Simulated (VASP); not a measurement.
Computed with PBEsol GGA, VASP's PBE PAW potentials (set 64) (plane waves; VASP).

The input files of a VASP run:

File KPOINTS:
```
Regular mesh
0
gamma
13 13 13
0 0 0
```

### INCAR
```
SYSTEM = TePb
PREC = Accurate; ENCUT = 400; LREAL = .FALSE.
LASPH = .TRUE.
EDIFF = 1E-8; NELM = 100; ALGO = Normal
LMAXMIX = 4
ISMEAR = 0; SIGMA = 0.01
GGA = PS
IBRION = 8; NSW = 1
LWAVE = .FALSE.; LCHARG = .FALSE.
LEPSILON = .TRUE.
```

File POSCAR:
```
TePb
1
    0.0000000000     3.2205977311     3.2205977311
    3.2205977311     0.0000000000     3.2205977311
    3.2205977311     3.2205977311    -0.0000000000
Pb Te
1 1
Direct
  0.0000000000   0.0000000000   0.0000000000
  0.5000000000   0.5000000000   0.5000000000
```

POTCAR, in this order: Pb_d Te (PBE.64 set). Program: vasp_std.

Output of the run:

**OUTCAR**
```


 HEAD OF MICROSCOPIC STATIC DIELECTRIC TENSOR (INDEPENDENT PARTICLE, excluding Hartree and local field effects)
 ------------------------------------------------------
          31.329483     0.000000    -0.000000
           0.000000    31.329483    -0.000000
           0.000000    -0.000000    31.329483
 ------------------------------------------------------

 MACROSCOPIC STATIC DIELECTRIC TENSOR (including local field effects in DFT)
 ------------------------------------------------------
          30.396505     0.000000     0.000000
           0.000000    30.396505    -0.000000
           0.000000     0.000000    30.396505
 ------------------------------------------------------

 PIEZOELECTRIC TENSOR (including local field effects)  for field in x, y, z        (e  Angst)
          XX          YY          ZZ          XY          YZ          ZX
  --------------------------------------------------------------------------------
  x     0.00000     0.00000     0.00000     0.00000     0.00000     0.00000
  y     0.00000     0.00000     0.00000     0.00000     0.00000     0.00000
  z     0.00000     0.00000     0.00000     0.00000     0.00000     0.00000

 PIEZOELECTRIC TENSOR (including local field effects)  for field in x, y, z        (C/m^2)
          XX          YY          ZZ          XY          YZ          ZX
  --------------------------------------------------------------------------------
  x     0.00000     0.00000     0.00000     0.00000     0.00000     0.00000
  y     0.00000     0.00000     0.00000     0.00000     0.00000     0.00000
  z     0.00000     0.00000     0.00000     0.00000     0.00000     0.00000

 BORN EFFECTIVE CHARGES (including local field effects) (in |e|, cummulative output)
 ---------------------------------------------------------------------------------
 ion    1
    1     5.86481     0.00000     0.00000
    2     0.00000     5.86481     0.00000
    3     0.00000     0.00000     5.86481
 ion    2
    1    -5.86481     0.00000     0.00000
    2     0.00000    -5.86481     0.00000
    3     0.00000     0.00000    -5.86481
```
(Selected blocks of OUTCAR.)

OUTCAR:
```
 val. band max:        5.5488221524   @ k =   0.4615   0.0000   0.0000

 cond. band min:       6.2928868563   @ k =   0.4615   0.0000   0.0000


 Fermi energy:         5.6044683366

 k-point     1 :       0.0000    0.0000    0.0000
  band No.  band energies     occupation
      1     -11.0585      2.00000
      2     -11.0585      2.00000
      3     -11.0469      2.00000
      4     -11.0469      2.00000
      5     -11.0469      2.00000
      6      -6.5291      2.00000
      7      -0.0041      2.00000
      8       4.2151      2.00000
      9       4.2151      2.00000
     10       4.2151      2.00000
     11       9.6539      0.00000
     12       9.6539      0.00000
     13       9.6539      0.00000
     14      11.3214      0.00000

 k-point     2 :       0.0769    0.0000    0.0000
  band No.  band energies     occupation
      1     -11.0592      2.00000
      2     -11.0592      2.00000
      3     -11.0467      2.00000
      4     -11.0460      2.00000
      5     -11.0460      2.00000
      6      -6.4772      2.00000
      7      -0.1845      2.00000
      8       4.2302      2.00000
      9       4.2302      2.00000
     10       4.3194      2.00000
     11       9.2921      0.00000
     12       9.3927      0.00000
     13       9.3927      0.00000
     14      11.2027      0.00000

 k-point     3 :       0.1538    0.0000    0.0000
  band No.  band energies     occupation
      1     -11.0614      2.00000
      2     -11.0614      2.00000
      3     -11.0462      2.00000
      4     -11.0433      2.00000
      5     -11.0433      2.00000
      6      -6.3237      2.00000
      7      -0.6563      2.00000
      8       4.2765      2.00000
      9       4.2765      2.00000
     10       4.5676      2.00000
     11       8.5686      0.00000
     12       8.8113      0.00000
     13       8.8113      0.00000
     14      11.1338      0.00000

 k-point     4 :       0.2308    0.0000    0.0000
  band No.  band energies     occupation
...
```

The dielectric response may not be converged in the k-mesh; for small gaps it tends to come out too large. Unless said otherwise, spin-orbit coupling is left out, though it shifts the bands of the heavy elements here.

The structure comes from a measured TePb entry (Fm-3m) of the Crystallography Open Database, whose conditions weren't checked. It was relaxed first.
